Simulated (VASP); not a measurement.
An input for Ansatz (written as the equivalent of a VASP run, and not itself run):

Ansatz 0.2 input:
```yaml
crystal:
  lattice:
    - [0.0000000, 2.7226900, 2.7226900]
    - [2.7226900, 0.0000000, 2.7226900]
    - [2.7226900, 2.7226900, 0.0000000]
  atoms:
    - { symbol: Li, position: [-0.0038550, 0.0010450, 0.0067950] }
    - { symbol: Br, position: [0.5038550, 0.4989550, 0.4932050] }
kpoints:
  mp_grid: { grid: [6, 6, 6] }
hamiltonian:
  xc: hse06
  pseudopotentials: { kind: paw }
scf:
  occupations: { method: gaussian, width: 0.01 }
  max_iter: 100
output: { forces: true, stress: true, eigenvalues: true }
```

Task: Translate this input to VASP (INCAR, KPOINTS, POSCAR, choice of POTCAR).

Result: This is not unique; one that fits is 
**POSCAR**
```
LiBr
1.0
  0.0000000000   2.7226900000   2.7226900000
  2.7226900000   0.0000000000   2.7226900000
  2.7226900000   2.7226900000   0.0000000000
Li Br
1 1
Direct
 -0.0038550000   0.0010450000   0.0067950000
  0.5038550000   0.4989550000   0.4932050000
```

**INCAR**
```
SYSTEM  =  LiBr
PREC  =  Accurate; ENCUT  =  280; LREAL  =  .FALSE.
LASPH  =  .TRUE.; ISYM  =  3
EDIFF  =  1E-6; NELM  =  100; ALGO  =  Normal
LMAXMIX  =  4
ISMEAR  =  0; SIGMA  =  0.01
GGA  =  PE; LHFCALC  =  .TRUE.; AEXX  =  0.25
HFSCREEN  =  0.2; PRECFOCK  =  Fast
ISIF  =  2
LWAVE  =  .FALSE.; LCHARG  =  .FALSE.
```

File KPOINTS:
```
Automatic mesh
0
Gamma
6 6 6
0 0 0
```

POTCAR, in this order: Li_sv Br (PBE.64 set). Program: vasp_std.

What does not carry over: each code has its own PAW files, so the cut-off isn't converted (ENCUT is set for VASP's; basis.ecutwfc is left out, and Ansatz then takes the one that its files recommend); Ansatz stops its SCF on the density residual and VASP on the energy change (EDIFF); Ansatz's hse06 screens at 0.11 per bohr (0.208 per Å), slightly more than HFSCREEN = 0.2.

The structure comes from a computed database's LiBr entry; how it stands against other phases isn't given here. The cell was not relaxed at this level, atoms are displaced from their ideal sites. The run is one of a series of settings (ENCUT = 280 against the base run), some of them coarse on purpose.
